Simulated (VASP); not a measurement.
# Li3Sc (P6_3/mmc) in VASP: reference runs

Aim: a first look at Li3Sc with PBE, on the cell as given and on a disturbed one.

Program: VASP 6.6.1. These are calculated values, not measurements. Logs are shortened: lines on timing, memory, paths and dates and some standing lists are left out, and cuts for length are marked.

### Step 1. Starting point

It takes space group P6_3/mmc (No. 194, hexagonal). The conventional cell has a = 6.231 Å, b = 6.231 Å, c = 4.933 Å, α = 90.00°, β = 90.00°, γ = 120.00°. Sc (site symmetry -6m2) is surrounded by 12 Li at 3.09 to 3.12 Å. Around Li (site symmetry mm2) lie 8 Li at 3.01 to 3.22 Å and 4 Sc at 3.09 to 3.12 Å.

The cell comes from a database or a generator and needn't be the stable form of this composition.

### Step 2. Single point, PBE

INCAR reads:

```
  ALGO = Normal
  EDIFF = 1E-7
  ENCUT = 520
  GGA = PE
  ISIF = 2
  ISMEAR = -1
  LASPH = True
  LCHARG = False
  LREAL = False
  LWAVE = False
  NBANDS = 30
  NELM = 60
  PREC = Accurate
  SIGMA = 0.05
```

KPOINTS reads:

```
k-points
0
Gamma
  5 5 6
```

POSCAR reads:

```
Li3Sc
1.0
    6.2314559140      0.0000000000      0.0000000000
   -3.1157279570      5.3965991241      0.0000000000
    0.0000000000      0.0000000000      4.9326660000
Sc Li
2 6
Direct
    0.3333333333      0.6666666667      0.7500000000
    0.6666666667      0.3333333333      0.2500000000
    0.1608700050      0.3217400100      0.2500000000
    0.1608700050      0.8391299950      0.2500000000
    0.6782599900      0.8391299950      0.2500000000
    0.8391299950      0.6782599900      0.7500000000
    0.8391299950      0.1608700050      0.7500000000
    0.3217400100      0.1608700050      0.7500000000
```

Potentials or basis: VASP PAW PBE potentials, release 64 (Sc_sv, Li_sv).

Run with:

```
> cat potpaw_PBE.64/Sc_sv/POTCAR potpaw_PBE.64/Li_sv/POTCAR > POTCAR
> mpirun -np 1 vasp_std > vasp.out
```

OUTCAR:

```text
EDIFF = 1E-7
   ENCUT = 520
   GGA = PE
   ISIF = 2
   ISMEAR = -1
   LASPH = True
   LREAL = False
   NELM = 60
   PREC = Accurate

 ion  position               nearest neighbor table
   1  0.333  0.667  0.750-
   2  0.667  0.333  0.250-
   3  0.161  0.322  0.250-
   4  0.161  0.839  0.250-
   5  0.678  0.839  0.250-
   6  0.839  0.678  0.750-
   7  0.839  0.161  0.750-
   8  0.322  0.161  0.750-

  LATTYP: Found a hexagonal cell.
 ALAT       =     6.2314559140
 C/A-ratio  =     0.7915752062

  Lattice vectors:

 A1 = (   6.2314559140,   0.0000000000,   0.0000000000)
 A2 = (  -3.1157279570,   5.3965991241,   0.0000000000)
 A3 = (   0.0000000000,   0.0000000000,   4.9326660000)

Analysis of symmetry for initial positions (statically):
=====================================================================
 Subroutine PRICEL returns:
 Original cell was already a primitive cell.

 Routine SETGRP: Setting up the symmetry group for a
 hexagonal supercell.

 Subroutine GETGRP returns: Found 24 space group operations
 (whereof 12 operations were pure point group operations)
 out of a pool of 24 trial point group operations.

The static configuration has the point symmetry D_3d.
 The point group associated with its full space group is D_6h.

Analysis of symmetry for dynamics (positions and initial velocities):
=====================================================================
 Subroutine PRICEL returns:
 Original cell was already a primitive cell.

 Routine SETGRP: Setting up the symmetry group for a
 hexagonal supercell.

 Subroutine GETGRP returns: Found 24 space group operations
 (whereof 12 operations were pure point group operations)
 out of a pool of 24 trial point group operations.

The dynamic configuration has the point symmetry D_3d.
 The point group associated with its full space group is D_6h.

 Subroutine INISYM returns: Found 24 space group operations
 (whereof 12 operations are pure point group operations),
 and found     1 'primitive' translations

----------------------------------------------------------------------------------------

[... 99 lines left out ...]
   EDIFF  = 0.1E-06   stopping-criterion for ELM
   LREAL  =      F    real-space projection
   EDIFFG = 0.1E-05   stopping-criterion for IOM
   NSW    =      0    number of steps for IOM
   IBRION =     -1    ionic relax: 0-MD 1-quasi-New 2-CG
   NFREE  =      0    steps in history (QN), initial steepest desc. (CG)
   ISIF   =      2    stress and relaxation
   ISYM   =      2    0-nonsym 1-usesym 2-fastsym
   POTIM  = 0.5000    time-step for ionic-motion
   TEBEG  =    0.0;   TEEND  =   0.0 temperature during run
   PSTRESS=    0.0 pullay stress
   NELECT =      40.0000    total number of electrons
   NUPDOWN=      -1.0000    fix difference up-down
   EMIN   =  10.00;   EMAX   =-10.00  energy-range for DOS
   EFERMI =   0.00;   METHOD = LEGACY
   ISMEAR =    -1;   SIGMA  =   0.05  broadening in eV -4-tet -1-fermi 0-gaus
   EFERMI_NEDOS =   21; number of points for ismear=-14 and -15
   IALGO  =     38    algorithm
   IMIX   =      4    mixing-type and parameters
     AMIX     =   0.40;   BMIX     =  1.00
     AMIX_MAG =   1.60;   BMIX_MAG =  1.00
  volume/ion in A,a.u.               =      20.73       139.93
  Fermi-wavevector in a.u.,A,eV,Ry     =   1.018977  1.925587 14.127120  1.038314
  Thomas-Fermi vector in A             =   2.152465
   LORBIT       =      0    0 simple, 1 ext, 2 COOP (PROOUT), +10 PAW based schemes
   GGA     = PE    functional components
   LHFCALC =     F    Hartree Fock is set to
   AEXX    =    0.0000 exact exchange contribution
   IVDW    =     0    specifies the selected vdW correction
   LEPSILON=     F    determine dielectric tensor
   LRPA    =     F    only Hartree local field effects (RPA)
 non-spin polarized calculation
  energy-cutoff  :      520.00
  volume of cell :      165.88
 maximum number of plane-waves:      4554
 NGX is ok and might be reduce to    48
   NGX = 23   NGY = 23   NGZ = 19

 number of electron      40.0000014 magnetization

 Free energy of the ion-electron system (eV)
  ---------------------------------------------------
  ext. energy  EPLUGINS =         0.00000000
  ---------------------------------------------------
  free energy    TOTEN  =       -22.22477767 eV

  energy without entropy =      -22.14011019  energy(sigma->0) =      -22.18244393

 E-fermi :   1.5561     XC(G=0):  -8.0209

 val. band max:        1.5547064462   @ k =   0.0000   0.0000   0.3333
 cond. band min:       1.5567511426   @ k =   0.2000  -0.0000   0.0000
 fundamental gap:      0.0020446964
 Fermi energy:         1.5560976072

 k-point     1 :       0.0000    0.0000    0.0000
  band No.  band energies     occupation
      1     -48.8443      2.00000
      2     -48.8433      2.00000
      3     -44.3371      2.00000
      4     -44.3252      2.00000
      5     -44.3252      2.00000
      6     -44.3223      2.00000
[... 649 lines left out ...]
     29       3.4329      0.00000
     30       3.4329      0.00000

------------------------ aborting loop because EDIFF is reached ----------------------------------------

  FORCE on cell =-STRESS in cart. coord.  units (eV):
  Direction    XX          YY          ZZ          XY          YZ          ZX
  --------------------------------------------------------------------------------------
  -------------------------------------------------------------------------------------
  Total       -0.1235990     -0.1235990      0.0902438      0.0000000      0.0000000      0.0000000
  in kB       -1.1938072     -1.1938072      0.8716388      0.0000000      0.0000000      0.0000000
  external PRESSURE =      -0.5053252 kB  Pullay stress =       0.0000000 kB

 VOLUME and BASIS-vectors are now :
 -----------------------------------------------------------------------------
  energy-cutoff  :      520.00
  volume of cell :      165.88
      direct lattice vectors                 reciprocal lattice vectors
     6.231455914  0.000000000  0.000000000     0.160476141  0.092650943  0.000000000
    -3.115727957  5.396599124  0.000000000     0.000000000  0.185301887  0.000000000
     0.000000000  0.000000000  4.932666000     0.000000000  0.000000000  0.202730126

 POSITION                                       TOTAL-FORCE (eV/Angst)
 -----------------------------------------------------------------------------------
     -0.00000      3.59773      3.69950         0.000000     -0.000000      0.000000
      3.11573      1.79887      1.23317        -0.000000     -0.000000      0.000000
      0.00000      1.73630      1.23317        -0.000000      0.030284      0.000000
     -1.61205      4.52845      1.23317         0.026227     -0.015142      0.000000
      1.61205      4.52845      1.23317        -0.026227     -0.015142      0.000000
      3.11573      3.66030      3.69950         0.000000     -0.030284     -0.000000
      4.72777      0.86815      3.69950        -0.026227      0.015142     -0.000000
      1.50368      0.86815      3.69950         0.026227      0.015142      0.000000
 -----------------------------------------------------------------------------------
    total drift:                               -0.000000      0.000000     -0.000000

  FREE ENERGIE OF THE ION-ELECTRON SYSTEM (eV)
  ---------------------------------------------------
  free  energy   TOTEN  =       -22.2247776718 eV

  energy  without entropy=      -22.1401101894  energy(sigma->0) =      -22.18244393
```

OSZICAR:

```text
N       E                     dE             d eps       ncg     rms          rms(c)
DAV:   1     0.522950066525E+03    0.52295E+03   -0.17699E+04  1200   0.137E+03
DAV:   2     0.265150665140E+02   -0.49644E+03   -0.48807E+03  1392   0.549E+02
DAV:   3    -0.121893821361E+02   -0.38704E+02   -0.37525E+02  2208   0.144E+02
DAV:   4    -0.239985261139E+02   -0.11809E+02   -0.11667E+02  2312   0.495E+01
DAV:   5    -0.265697187538E+02   -0.25712E+01   -0.25642E+01  2112   0.255E+01    0.837E+00
DAV:   6    -0.223455523944E+02    0.42242E+01   -0.16678E+01  2204   0.290E+01    0.182E+00
DAV:   7    -0.222742907004E+02    0.71262E-01   -0.56405E-01  2056   0.497E+00    0.113E+00
DAV:   8    -0.222243985323E+02    0.49892E-01   -0.15439E-01  1762   0.201E+00    0.184E-01
DAV:   9    -0.222248563572E+02   -0.45782E-03   -0.15138E-02  2234   0.703E-01    0.122E-01
DAV:  10    -0.222248778500E+02   -0.21493E-04   -0.24854E-03  1936   0.377E-01    0.666E-02
DAV:  11    -0.222250206430E+02   -0.14279E-03   -0.27133E-03  1904   0.314E-01    0.839E-02
DAV:  12    -0.222247778520E+02    0.24279E-03   -0.82817E-04  1944   0.167E-01    0.859E-03
DAV:  13    -0.222247789263E+02   -0.10743E-05   -0.17191E-05  2104   0.211E-02    0.756E-03
DAV:  14    -0.222247776387E+02    0.12876E-05   -0.69137E-06  2034   0.140E-02    0.108E-03
DAV:  15    -0.222247776718E+02   -0.33104E-07   -0.30776E-07  1448   0.281E-03
   1 F= -.22224778E+02 E0= -.22182444E+02  d E =-.846675E-01
```

It took 3.2 min on 1 thread of AMD EPYC 7R43 (Zen 3), shared host; peak memory 0.29 GiB.

What came out:

```
Free energy            : -22.2248 eV
Largest force          : 0.030 eV/Å
Band gap on the k mesh : none (metal or under the smearing width)
```

Forces on the atoms (eV/Å):
```
Sc   0.000  0.000  0.000
Sc   0.000  0.000  0.000
Li   0.000  0.030  0.000
Li   0.026 -0.015  0.000
Li  -0.026 -0.015  0.000
Li   0.000 -0.030  0.000
Li  -0.026  0.015  0.000
Li   0.026  0.015  0.000
```

Levels at points of the mesh, in eV from the Fermi level:
```tsv
k point	band 17	band 18	band 19	band 20	band 21	band 22	band 23	band 24
(0.00, 0.00, 0.00)	-0.53	-0.35	-0.35	-0.19	-0.19	0.24	0.60	0.60
(0.00, 0.00, 0.50)	-0.05	-0.05	-0.05	-0.05	0.47	0.47	0.47	0.47
```

Caveat: the cutoff is under 1.25 times the usual one of these potentials, so pressure, stress and relaxed cells hold a basis-set (Pulay) error.

(Continued in part 2 of 2.)
